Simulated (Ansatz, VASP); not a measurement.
**One calculation of BiN, two programs**

INCAR

```
SYSTEM = BiN
PREC = Accurate
ENCUT = 520
EDIFF = 1E-6
ISMEAR = 0
SIGMA = 0.05
LREAL = .False.
LASPH = .True.
NELM = 80
ALGO = Normal
ISIF = 2
LWAVE = .False.
LCHARG = .True.
GGA = PS
LELF = .True.
LVHAR = .True.
NBANDS = 17
```

File KPOINTS:

```
Automatic mesh
0
Gamma
  12 12 10
  0 0 0
```

Contents of POSCAR:

```
BiN
1.0
    3.4893699739      0.0000000000      0.0000000000
   -1.7446849870      3.0218830406      0.0000000000
    0.0000000000      0.0000000000      3.2651770091
Bi N
1 1
Direct
    0.0000000000      0.0000000000      0.0000000000
    0.6666666667      0.3333333333      0.5000000000
```

Input for Ansatz:

```yaml
crystal:
  lattice:
    - [3.4893699739, 0.0, 0.0]
    - [-1.744684987, 3.0218830406, 0.0]
    - [0.0, 0.0, 3.2651770091]
  atoms:
    - { symbol: Bi, position: [0.0, 0.0, 0.0] }
    - { symbol: "N", position: [0.6666666667, 0.3333333333, 0.5] }
basis:
  ecutwfc: 420
  ecutrho_ratio: 4
kpoints:
  mp_grid: { grid: [12, 12, 10] }
hamiltonian:
  xc: pbesol
scf:
  occupations: { method: gaussian, width: 0.05 }
output:
  forces: true
  stress: true
  eigenvalues: true
  populations: true
```

Alike in both runs: task single point; functional PBEsol; k mesh 12 × 12 × 10; occupations gaussian, width 0.05 eV; no spin polarisation.

|  | VASP | Ansatz |
| --- | --- | --- |
| version | VASP 6.6.1 | Ansatz 0.2.0 |
| potentials or method | VASP PAW PBE potentials, release 64 (Bi_d, N) | scalar-relativistic, plane waves, PAW |
| plane-wave cutoff (eV) | 520 | 420 |
| valence electrons in the cell | 20 | 20 |

|  | VASP | Ansatz | Ansatz less VASP |
| --- | --- | --- | --- |
| gap on the k mesh at the Fermi level (eV) | none | none | - |
| pressure (GPa) | -4.6 | -4.6 | -0.03 |
| largest component of the traceless stress (GPa) | 0.39 | 0.39 | +0.004 |

A gap of «none» marks a metal or a gap that the smearing closes.

Caveats: the PAW data sets were made with another functional, which shifts forces and pressure a little (VASP); spin-orbit coupling is left out, which moves the levels of the heavy elements.
